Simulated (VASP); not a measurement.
VASP input:

**INCAR**
```
! general
SYSTEM   =  ZrS2
PREC     =  Accurate
ENCUT    =  300   ! plane-wave cut-off (eV)
LREAL    =  .FALSE.
LASPH    =  .TRUE.   ! aspherical one-centre terms

! electronic loop
EDIFF    =  1E-6
NELM     =  100   ! most electronic steps
ALGO     =  Normal   ! blocked Davidson
LMAXMIX  =  4   ! l cut-off of mixed one-centre charges

! smearing
ISMEAR   =  -1   ! Fermi-Dirac
SIGMA    =  0.1   ! width (eV)

! functional
GGA      =  PE   ! PBE

! ions
ISIF     =  2   ! forces and stress, cell fixed

! output
LWAVE    =  .FALSE.
LCHARG   =  .FALSE.
```

### POSCAR
```
ZrS2
1
    3.5728920000     0.0000000000     0.0000000000
   -1.7864460000     3.0942150000     0.0000000000
    0.0000000000     0.0000000000    12.9100000000
Zr S
1 2
Direct
  0.0000000000   0.0000000000   0.5000000000
  0.3333330000   0.6666670000   0.6127030000
  0.6666670000   0.3333330000   0.3872970000
```

KPOINTS:
```
Automatic
0
gamma
4 4 1
0 0 0
```

POTCAR, in this order: Zr_sv S (PBE.64 set). Program: vasp_std.

Write an equivalent input for Ansatz.

One equivalent input (not run):
Ansatz 0.2 input:
```yaml
crystal:
  lattice:
    - [3.5728920, 0.0000000, 0.0000000]
    - [-1.7864460, 3.0942150, 0.0000000]
    - [0.0000000, 0.0000000, 12.9100000]
  atoms:
    - { symbol: Zr, position: [0.0000000, 0.0000000, 0.5000000] }
    - { symbol: S, position: [0.3333330, 0.6666670, 0.6127030] }
    - { symbol: S, position: [0.6666670, 0.3333330, 0.3872970] }
kpoints:
  mp_grid: { grid: [4, 4, 1] }
hamiltonian:
  xc: pbe
  pseudopotentials: { kind: paw }
scf:
  occupations: { method: fermi_dirac, width: 0.1 }
  max_iter: 100
output: { forces: true, stress: true, eigenvalues: true }
```
What does not carry over: each code has its own PAW files, so the cut-off isn't converted (ENCUT is set for VASP's; basis.ecutwfc is left out, and Ansatz then takes the one that its files recommend); Ansatz stops its SCF on the density residual and VASP on the energy change (EDIFF).

The cell is a sheet with vacuum, built from a generated structure.
